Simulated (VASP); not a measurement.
Cost and result of VASP (PAW) for the lattice constant a of Ir (fcc). Static lattice. The cost counts the five points of the equation of state, each on the mesh and cut-off of its row, so the ratios hold those differences too. With PBE it took about 2 core-minutes. Costs are core time on shared hosts, one run each; read them as rough ratios.

Measured: 3.831 Å at 0 K (as given by Daniel Mejia-Rodriguez et al., Physical Review B (2018), arXiv:1807.09216; static lattice: zero-point anharmonic expansion removed).

```json
[
 {"level": "PW91", "k-mesh": "16×16×16", "cut-off (eV)": "520", "lattice constant a (Å)": "3.886", "error (%)": "+1.4", "cost over PBE": "within a factor of 2"},
 {"level": "LDA", "k-mesh": "16×16×16", "cut-off (eV)": "520", "lattice constant a (Å)": "3.820", "error (%)": "-0.3", "cost over PBE": "within a factor of 2"},
 {"level": "PBE", "k-mesh": "16×16×16", "cut-off (eV)": "520", "lattice constant a (Å)": "3.874", "error (%)": "+1.1", "cost over PBE": "reference"},
 {"level": "PBEsol", "k-mesh": "16×16×16", "cut-off (eV)": "520", "lattice constant a (Å)": "3.835", "error (%)": "+0.1", "cost over PBE": "within a factor of 2"},
 {"level": "r2SCAN", "k-mesh": "16×16×16", "cut-off (eV)": "520", "lattice constant a (Å)": "3.853", "error (%)": "+0.6", "cost over PBE": "about 5 times"}
]
```

Within 0.3 % of the measurement lie LDA, PBEsol; LDA, PBEsol stand at the low end of their costs, within a factor of 2 against PBE.

Left out are levels that failed, ran on another kind of processor or have no fit band path; at most nine are shown.

The compound is Ir in the fcc structure.
